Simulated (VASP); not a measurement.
Output of a VASP run:

File OSZICAR:
```
...
DAV:   2    -0.107804168462E+02   -0.20894E-02   -0.29605E-02   827   0.115E+00    0.118E-01
DAV:   3    -0.107800533690E+02    0.36348E-03   -0.55449E-04   812   0.174E-01    0.641E-02
DAV:   4    -0.107799959037E+02    0.57465E-04   -0.38116E-04   792   0.126E-01    0.199E-02
DAV:   5    -0.107800021679E+02   -0.62642E-05   -0.46556E-05   737   0.482E-02    0.984E-03
DAV:   6    -0.107800020899E+02    0.78044E-07   -0.34999E-06   767   0.141E-02    0.378E-03
DAV:   7    -0.107800022163E+02   -0.12639E-06   -0.42520E-07   812   0.529E-03    0.582E-04
DAV:   8    -0.107800022487E+02   -0.32458E-07   -0.68434E-08   431   0.192E-03
   2 F= -.10780002E+02 E0= -.10780002E+02  d E =-.898032E-02
       N       E                     dE             d eps       ncg     rms          rms(c)
DAV:   1    -0.107812147269E+02   -0.12125E-02   -0.29664E-01   702   0.332E+00    0.336E-01
DAV:   2    -0.107822058923E+02   -0.99117E-03   -0.14356E-02   837   0.802E-01    0.828E-02
DAV:   3    -0.107820243956E+02    0.18150E-03   -0.28233E-04   802   0.124E-01    0.448E-02
DAV:   4    -0.107819979115E+02    0.26484E-04   -0.18685E-04   782   0.883E-02    0.143E-02
DAV:   5    -0.107820013471E+02   -0.34356E-05   -0.22255E-05   752   0.333E-02    0.687E-03
DAV:   6    -0.107820013661E+02   -0.19012E-07   -0.16352E-06   777   0.963E-03    0.259E-03
DAV:   7    -0.107820014472E+02   -0.81084E-07   -0.20351E-07   649   0.375E-03
   3 F= -.10782001E+02 E0= -.10782001E+02  d E =-.109795E-01
       N       E                     dE             d eps       ncg     rms          rms(c)
DAV:   1    -0.107820025569E+02   -0.11909E-05   -0.71848E-04   712   0.163E-01    0.162E-02
DAV:   2    -0.107820050240E+02   -0.24671E-05   -0.34826E-05   837   0.395E-02    0.409E-03
DAV:   3    -0.107820046831E+02    0.34100E-06   -0.71414E-07   807   0.620E-03    0.222E-03
DAV:   4    -0.107820047384E+02   -0.55393E-07   -0.46909E-07   717   0.443E-03
   4 F= -.10782005E+02 E0= -.10782005E+02  d E =-.109828E-01
       N       E                     dE             d eps       ncg     rms          rms(c)
DAV:   1    -0.107825843050E+02   -0.57962E-03   -0.19624E-02   707   0.860E-01    0.813E-02
DAV:   2    -0.107824208738E+02    0.16343E-03   -0.55005E-04   852   0.161E-01    0.416E-02
DAV:   3    -0.107823726339E+02    0.48240E-04   -0.15206E-04   777   0.797E-02    0.128E-02
DAV:   4    -0.107823737844E+02   -0.11505E-05   -0.15432E-05   812   0.270E-02    0.602E-03
DAV:   5    -0.107823740011E+02   -0.21673E-06   -0.49864E-07   842   0.528E-03    0.215E-03
DAV:   6    -0.107823740867E+02   -0.85534E-07   -0.89546E-08   501   0.231E-03
   5 F= -.10782374E+02 E0= -.10782374E+02  d E =-.369348E-03
       N       E                     dE             d eps       ncg     rms          rms(c)
DAV:   1    -0.107829885185E+02   -0.61452E-03   -0.38281E-02   707   0.120E+00    0.113E-01
DAV:   2    -0.107826704682E+02    0.31805E-03   -0.10705E-03   852   0.225E-01    0.582E-02
DAV:   3    -0.107825766285E+02    0.93840E-04   -0.29657E-04   777   0.111E-01    0.179E-02
DAV:   4    -0.107825788840E+02   -0.22555E-05   -0.30134E-05   812   0.378E-02    0.839E-03
DAV:   5    -0.107825792844E+02   -0.40035E-06   -0.95605E-07   842   0.731E-03    0.304E-03
DAV:   6    -0.107825794439E+02   -0.15955E-06   -0.17427E-07   541   0.323E-03    0.681E-04
DAV:   7    -0.107825794647E+02   -0.20730E-07   -0.29753E-08   371   0.145E-03
   6 F= -.10782579E+02 E0= -.10782579E+02  d E =-.574726E-03
```

**OUTCAR**
```
------------------------ aborting loop because EDIFF is reached ----------------------------------------
  FORCE on cell =-STRESS in cart. coord.  units (eV):
  Direction    XX          YY          ZZ          XY          YZ          ZX
  --------------------------------------------------------------------------------------
  Total       -0.0878072     -0.0878072     -0.0924768      0.0000000      0.0000000      0.0000000
  in kB       -1.7461568     -1.7461568     -1.8390162      0.0000000      0.0000000      0.0000000
  external PRESSURE =      -1.7771099 kB  Pullay stress =       0.0000000 kB
  volume of cell :       80.57
      direct lattice vectors                 reciprocal lattice vectors
     2.148193971 -3.720781089 -0.000000000     0.232753656 -0.134380386 -0.000000000
     2.148193971  3.720781089  0.000000000     0.232753656  0.134380386  0.000000000
     0.000000000 -0.000000000  5.039877518     0.000000000 -0.000000000  0.198417520
 POSITION                                       TOTAL-FORCE (eV/Angst)
 -----------------------------------------------------------------------------------
      2.64244     -2.86471      3.35992         0.000719      0.001246     -0.000000
      3.30789     -0.00000      5.03988        -0.001438      0.000000     -0.000000
      2.64244      2.86471      1.67996         0.000719     -0.001246      0.000000
 -----------------------------------------------------------------------------------
    total drift:                               -0.000213     -0.000441      0.000008
  FREE ENERGIE OF THE ION-ELECTRON SYSTEM (eV)
  ---------------------------------------------------
  free  energy   TOTEN  =       -10.7825794647 eV

  energy  without entropy=      -10.7825794647  energy(sigma->0) =      -10.78257946

 reached required accuracy - stopping structural energy minimisation
```
(Selected blocks of OUTCAR.)

File POSCAR:
```
Se
1
    2.1316055668    -3.6920491301     0.0000000000
    2.1316055668     3.6920491301     0.0000000000
    0.0000000000     0.0000000000     5.1186245732
Se
3
Direct
  0.0000000000   0.2344229351   0.6666670000
  0.7655770649   0.7655770649   0.0000000000
  0.2344229351   0.0000000000   0.3333330000
```

### Question
Reconstruct the remaining input files.

### Answer
One answer among several that fit: the input of the run itself, AM05 GGA, plane waves, VASP's PBE PAW potentials (set 64).

**INCAR**
```
LREAL = .False.
LCHARG = .False.
ALGO = Normal
LMAXMIX = 4   ! l cut-off of mixed one-centre charges
NSW = 30   ! most ionic steps
LASPH = .True.   ! aspherical one-centre terms
NELM = 100
EDIFF = 1E-7
ISIF = 4   ! ions and shape, fixed volume
ISMEAR = 0
GGA = AM   ! AM05
PREC = Accurate
SIGMA = 0.05   ! width (eV)
SYSTEM = Se
LWAVE = .False.
ENCUT = 520
EDIFFG = -0.01   ! ionic stop
IBRION = 2
```

File KPOINTS:
```
Automatic mesh
0
Gamma
6 6 5
0 0 0
```

POTCAR, in this order: Se (PBE.64 set). Program: vasp_std.

Without a dispersion term in the relaxation, distances and binding between the weakly bound layers, chains or molecules are unreliable, and so is what depends on them.

The compound is Se in the trig structure. This cell is one point of a volume scan, at 1.03 of the reference volume. Symmetry was kept, so distortions that lower it aren't found.
